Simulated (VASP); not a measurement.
Level of theory: eigenvalue-self-consistent GW0 on PBE orbitals, VASP's PBE PAW potentials (set 64) (plane waves; VASP).

VASP input:

INCAR:
```
SYSTEM = C
PREC = Normal; ENCUT = 500; LREAL = .FALSE.
LASPH = .TRUE.; NBANDS = 160
ALGO = EVGW0
ISMEAR = 0; SIGMA = 0.01
GGA = PE
LWAVE = .FALSE.; LCHARG = .FALSE.
NELMGW = 4; NOMEGA = 64; ENCUTGW = 200
NBANDSGW = 12; LSPECTRALGW = .TRUE.
```

KPOINTS:
```
Regular mesh
0
G
4 4 4
0 0 0
```

POSCAR:
```
C
1
    0.0000000000     1.7835000000     1.7835000000
    1.7835000000     0.0000000000     1.7835000000
    1.7835000000     1.7835000000     0.0000000000
C
2
Direct
  0.0000000000   0.0000000000   0.0000000000
  0.2500000000   0.2500000000   0.2500000000
```

POTCAR, in this order: C_GW_new (PBE.64 set). Program: vasp_std. Read from the step before: WAVECAR, WAVEDER.

The run wrote:

OSZICAR:
```
energies w=
    0.000    0.000    0.918    0.000    1.833    0.000    2.745    0.000
    3.650    0.000    4.548    0.000    5.436    0.000    6.314    0.000
    7.181    0.000    8.037    0.000    8.881    0.000    9.713    0.000
   10.533    0.000   11.343    0.000   12.142    0.000   12.932    0.000
   13.714    0.000   14.488    0.000   15.257    0.000   16.022    0.000
   16.784    0.000   17.545    0.000   18.306    0.000   19.070    0.000
   19.837    0.000   20.611    0.000   21.393    0.000   22.186    0.000
   22.992    0.000   23.814    0.000   24.654    0.000   25.516    0.000
   26.403    0.000   27.319    0.000   28.268    0.000   29.256    0.000
   30.286    0.000   31.365    0.000   32.502    0.000   33.703    0.000
   34.977    0.000   36.336    0.000   37.791    0.000   39.359    0.000
   41.056    0.000   42.904    0.000   44.929    0.000   47.162    0.000
   49.644    0.000   52.422    0.000   55.558    0.000   59.132    0.000
   63.249    0.000   68.046    0.000   73.710    0.000   80.507    0.000
   88.811    0.000   99.187    0.000  112.511    0.000  130.231    0.000
  154.922    0.000  191.636    0.000  251.849    0.000  368.414    0.000
NQ=   1    0.0000    0.0000    0.0000,
 performed        110000 updates of chi_q(r,r)
NQ=   2    0.2500    0.0000    0.0000,
 performed        328000 updates of chi_q(r,r)
NQ=   3    0.5000    0.0000    0.0000,
 performed        515000 updates of chi_q(r,r)
NQ=   4    0.2500    0.2500    0.0000,
 performed        733000 updates of chi_q(r,r)
NQ=   5    0.5000    0.2500    0.0000,
 performed       1035000 updates of chi_q(r,r)
NQ=   6   -0.2500    0.2500    0.0000,
 performed       1306000 updates of chi_q(r,r)
NQ=   7    0.5000    0.5000    0.0000,
 performed       1470000 updates of chi_q(r,r)
NQ=   8   -0.2500    0.5000    0.2500,
 performed       1680000 updates of chi_q(r,r)
 resolving degeneracies of screened two electron integrals
NQ=   1    0.0000    0.0000    0.0000,
 performed        110000 updates of chi_q(r,r)
NQ=   2    0.2500    0.0000    0.0000,
 performed        328000 updates of chi_q(r,r)
NQ=   3    0.5000    0.0000    0.0000,
 performed        515000 updates of chi_q(r,r)
NQ=   4    0.2500    0.2500    0.0000,
 performed        733000 updates of chi_q(r,r)
NQ=   5    0.5000    0.2500    0.0000,
 performed       1035000 updates of chi_q(r,r)
NQ=   6   -0.2500    0.2500    0.0000,
 performed       1306000 updates of chi_q(r,r)
NQ=   7    0.5000    0.5000    0.0000,
 performed       1470000 updates of chi_q(r,r)
NQ=   8   -0.2500    0.5000    0.2500,
 performed       1680000 updates of chi_q(r,r)
 resolving degeneracies of screened two electron integrals
NQ=   1    0.0000    0.0000    0.0000,
 performed        110000 updates of chi_q(r,r)
NQ=   2    0.2500    0.0000    0.0000,
 performed        328000 updates of chi_q(r,r)
NQ=   3    0.5000    0.0000    0.0000,
 performed        515000 updates of chi_q(r,r)
NQ=   4    0.2500    0.2500    0.0000,
 performed        733000 updates of chi_q(r,r)
NQ=   5    0.5000    0.2500    0.0000,
 performed       1035000 updates of chi_q(r,r)
NQ=   6   -0.2500    0.2500    0.0000,
 performed       1306000 updates of chi_q(r,r)
NQ=   7    0.5000    0.5000    0.0000,
 performed       1470000 updates of chi_q(r,r)
NQ=   8   -0.2500    0.5000    0.2500,
 performed       1680000 updates of chi_q(r,r)
 resolving degeneracies of screened two electron integrals
NQ=   1    0.0000    0.0000    0.0000,
 performed        110000 updates of chi_q(r,r)
NQ=   2    0.2500    0.0000    0.0000,
 performed        328000 updates of chi_q(r,r)
NQ=   3    0.5000    0.0000    0.0000,
 performed        515000 updates of chi_q(r,r)
NQ=   4    0.2500    0.2500    0.0000,
 performed        733000 updates of chi_q(r,r)
NQ=   5    0.5000    0.2500    0.0000,
 performed       1035000 updates of chi_q(r,r)
NQ=   6   -0.2500    0.2500    0.0000,
 performed       1306000 updates of chi_q(r,r)
NQ=   7    0.5000    0.5000    0.0000,
 performed       1470000 updates of chi_q(r,r)
NQ=   8   -0.2500    0.5000    0.2500,
 performed       1680000 updates of chi_q(r,r)
 resolving degeneracies of screened two electron integrals
```

File OUTCAR:
```


 k-point   1 :       0.0000    0.0000    0.0000
  band No. old QP-enery  QP-energies   sigma(KS)   T+V_ion+V_H  V^pw_x(r,r')   Z            occupation Imag(sigma)

      1     -10.8688     -10.8830     -16.8724       5.9854     -25.3805       0.7783       2.0000       1.4920
      2      11.7564      11.7541     -17.7601      29.5137     -19.5215       0.8258       2.0000       0.0613
      3      11.7564      11.7541     -17.7601      29.5137     -19.5215       0.8258       2.0000       0.0613
      4      11.7564      11.7541     -17.7601      29.5137     -19.5215       0.8258       2.0000       0.0613
      5      19.2389      19.2397     -14.5616      33.8015      -9.1029       0.8200       0.0000      -0.0864
      6      19.2389      19.2397     -14.5616      33.8015      -9.1029       0.8200       0.0000      -0.0864
      7      19.2389      19.2397     -14.5616      33.8015      -9.1029       0.8200       0.0000      -0.0864
      8      26.9421      26.9455     -15.4739      42.4204      -7.6773       0.7656       0.0000      -0.2117
      9      32.2126      32.2153     -11.6262      43.8421      -4.2850       0.8051       0.0000      -0.3237
     10      40.0025      40.0041     -13.0773      53.0818      -5.8919       0.8145       0.0000      -0.5342
     11      40.0025      40.0041     -13.0773      53.0818      -5.8919       0.8145       0.0000      -0.5342
     12      40.5651      40.5673     -11.1483      51.7160      -3.2399       0.8071       0.0000      -0.7759

 k-point   2 :       0.2500    0.0000    0.0000
  band No. old QP-enery  QP-energies   sigma(KS)   T+V_ion+V_H  V^pw_x(r,r')   Z            occupation Imag(sigma)

      1      -9.0855      -9.0989     -16.9374       7.8343     -24.9581       0.7630       2.0000       1.2420
      2       4.6837       4.6786     -17.1202      21.7975     -20.6334       0.7982       2.0000       0.1290
      3       9.9114       9.9085     -17.5448      27.4527     -19.7178       0.8200       2.0000       0.0710
      4       9.9114       9.9085     -17.5448      27.4527     -19.7178       0.8200       2.0000       0.0710
      5      21.5359      21.5374     -14.6231      36.1608      -8.6276       0.8117       0.0000      -0.1030
      6      21.5359      21.5374     -14.6231      36.1608      -8.6276       0.8117       0.0000      -0.1030
      7      21.6731      21.6746     -14.8471      36.5221      -8.8372       0.8110       0.0000      -0.1050
      8      28.3659      28.3694     -14.6957      43.0662      -6.7023       0.7697       0.0000      -0.2538
      9      33.8546      33.8577     -12.1276      45.9861      -4.3263       0.7972       0.0000      -0.4047
     10      35.6840      35.6858     -12.1473      47.8336      -5.1510       0.8203       0.0000      -0.4247
     11      35.6840      35.6858     -12.1473      47.8336      -5.1510       0.8203       0.0000      -0.4247
     12      38.6083      38.6115     -11.9875      50.5998      -3.7118       0.7984       0.0000      -0.7060

 k-point   3 :       0.5000    0.0000    0.0000
  band No. old QP-enery  QP-energies   sigma(KS)   T+V_ion+V_H  V^pw_x(r,r')   Z            occupation Imag(sigma)

      1      -4.9022      -4.9134     -17.5589      12.6420     -24.5633       0.7592       2.0000       0.7504
      2      -2.3515      -2.3605     -16.2905      13.9272     -21.9640       0.7610       2.0000       0.4134
      3       8.7556       8.7522     -17.5862      26.3377     -20.1409       0.8156       2.0000       0.0802
      4       8.7556       8.7522     -17.5862      26.3377     -20.1409       0.8156       2.0000       0.0802
      5      22.1768      22.1784     -14.1041      36.2829      -7.9752       0.8139       0.0000      -0.1068
      6      22.1768      22.1784     -14.1041      36.2829      -7.9752       0.8139       0.0000      -0.1068
      7      22.2842      22.2858     -14.9042      37.1904      -8.6502       0.8072       0.0000      -0.1132
      8      29.2984      29.3018     -13.0125      42.3153      -5.1040       0.7761       0.0000      -0.2592
      9      35.3545      35.3584     -13.0717      48.4313      -4.7428       0.7784       0.0000      -0.4623
     10      37.5627      37.5667     -13.3669      50.9347      -4.5013       0.7751       0.0000      -0.7129
     11      39.4176      39.4206     -12.9610      52.3823      -4.6669       0.7962       0.0000      -0.7324
     12      39.4176      39.4206     -12.9610      52.3823      -4.6669       0.7962       0.0000      -0.7324

 k-point   4 :       0.2500    0.2500    0.0000
  band No. old QP-enery  QP-energies   sigma(KS)   T+V_ion+V_H  V^pw_x(r,r')   Z            occupation Imag(sigma)

      1      -8.4497      -8.4635     -16.9126       8.4442     -24.8087       0.7383       2.0000       1.1224
      2       6.8144       6.8100     -17.8646      24.6736     -20.9823       0.8049       2.0000       0.1009
      3       7.3712       7.3674     -17.2150      24.5815     -19.9953       0.8113       2.0000       0.0900
      4       7.3712       7.3674     -17.2150      24.5815     -19.9953       0.8113       2.0000       0.0900
      5      17.7809      17.7815     -13.9397      31.7213      -8.7131       0.8277       0.0000      -0.0808
      6      23.5954      23.5972     -12.8779      36.4755      -6.5313       0.8140       0.0000      -0.1218
      7      25.5365      25.5391     -15.1265      40.6663      -8.0920       0.7900       0.0000      -0.1578
      8      25.5365      25.5391     -15.1265      40.6663      -8.0920       0.7900       0.0000      -0.1578
      9      33.6416      33.6452     -14.2951      47.9414      -6.1332       0.7782       0.0000      -0.4614
     10      35.5181      35.5218     -12.6433      48.1661      -4.3306       0.7866       0.0000      -0.4905
     11      42.9291      42.9303     -13.0874      56.0179      -5.4840       0.8333       0.0000      -0.8214
     12      45.7526      45.7544     -11.3165      57.0713      -2.9769       0.8199       0.0000      -1.1805

 k-point   5 :       0.5000    0.2500    0.0000
  band No. old QP-enery  QP-energies   sigma(KS)   T+V_ion+V_H  V^pw_x(r,r')   Z            occupation Imag(sigma)

      1      -4.6154      -4.6265     -17.2458      12.6155     -24.0334       0.7475       2.0000       0.6715
      2       0.2509       0.2433     -17.0735      17.3144     -22.0862       0.7691       2.0000       0.2671
      3       4.5244       4.5192     -17.0608      21.5787     -20.6102       0.7960       2.0000       0.1259
      4       6.5414       6.5372     -17.2722      23.8084     -20.3435       0.8074       2.0000       0.0986
      5      19.3914      19.3923     -13.3936      32.7861      -7.8402       0.8278       0.0000      -0.0893
      6      25.0090      25.0112     -13.6815      38.6933      -6.9343       0.8031       0.0000      -0.1490
      7      26.7717      26.7747     -14.8236      41.5991      -7.3948       0.7840       0.0000      -0.1918
      8      27.1429      27.1459     -14.9897      42.1365      -7.5177       0.7820       0.0000      -0.2027
      9      33.9190      33.9228     -13.7264      47.6502      -5.4105       0.7819       0.0000      -0.4430
     10      37.2724      37.2767     -14.2395      51.5175      -5.0543       0.7720       0.0000      -0.7020
     11      40.9556      40.9581     -12.7809      53.7396      -4.7090       0.8065       0.0000      -0.7683
     12      44.0930      44.0953     -11.5497      55.6455      -3.4324       0.8106       0.0000      -0.9426

 k-point   6 :      -0.2500    0.2500    0.0000
  band No. old QP-enery  QP-energies   sigma(KS)   T+V_ion+V_H  V^pw_x(r,r')   Z            occupation Imag(sigma)

      1      -6.2174      -6.2290     -17.0902      10.8575     -24.3266       0.7599       2.0000       0.8641
      2       2.3975       2.3909     -17.4437      19.8328     -21.8698       0.7796       2.0000       0.1895
      3       3.6472       3.6418     -16.6719      20.3123     -20.3333       0.7945       2.0000       0.1407
      4       8.5361       8.5327     -17.4849      26.0168     -20.0385       0.8159       2.0000       0.0808
      5      21.4210      21.4224     -13.7895      35.2122      -7.8492       0.8186       0.0000      -0.1009
      6      23.9123      23.9145     -14.6834      38.5985      -7.9145       0.7975       0.0000      -0.1374
      7      26.1096      26.1121     -14.8232      40.9360      -7.8483       0.7941       0.0000      -0.1655
      8      27.6510      27.6542     -14.5783      42.2335      -6.7994       0.7737       0.0000      -0.2251
      9      33.1042      33.1076     -12.9480      46.0565      -5.0380       0.7873       0.0000      -0.3767
     10      34.0048      34.0066     -12.1076      46.1146      -5.4349       0.8272       0.0000      -0.3342
     11      38.3306      38.3348     -13.8280      52.1641      -4.6389       0.7732       0.0000      -0.7672
     12      46.3290      46.3311     -11.5370      57.8685      -3.2585       0.8125       0.0000      -1.1010

 k-point   7 :       0.5000    0.5000    0.0000
  band No. old QP-enery  QP-energies   sigma(KS)   T+V_ion+V_H  V^pw_x(r,r')   Z            occupation Imag(sigma)

      1      -1.8425      -1.8517     -17.3462      15.4915     -23.2332       0.7551       2.0000       0.4168
      2      -1.8425      -1.8517     -17.3462      15.4915     -23.2332       0.7551       2.0000       0.4168
      3       5.0249       5.0200     -17.1702      22.1890     -20.6620       0.7994       2.0000       0.1159
      4       5.0249       5.0200     -17.1702      22.1890     -20.6620       0.7994       2.0000       0.1159
      5      17.8925      17.8932     -13.0599      30.9532      -7.7611       0.8330       0.0000      -0.0825
      6      17.8925      17.8932     -13.0599      30.9532      -7.7611       0.8330       0.0000      -0.0825
      7      30.9388      30.9432     -15.5646      46.5092      -6.6286       0.7549       0.0000      -0.3808
      8      30.9388      30.9432     -15.5646      46.5092      -6.6286       0.7549       0.0000      -0.3808
      9      36.9016      36.9059     -14.2274      51.1346      -5.0841       0.7738       0.0000      -0.6896
...
```
(Selected blocks of OUTCAR.)

The mesh is coarse and the basis finite, so the quasiparticle values are not converged.

The compound is C in the diamond structure. The cell was not relaxed at this level. The k-mesh is coarse (spacing up to 0.76 per Å, 2π included), so the numbers may not be converged in it.
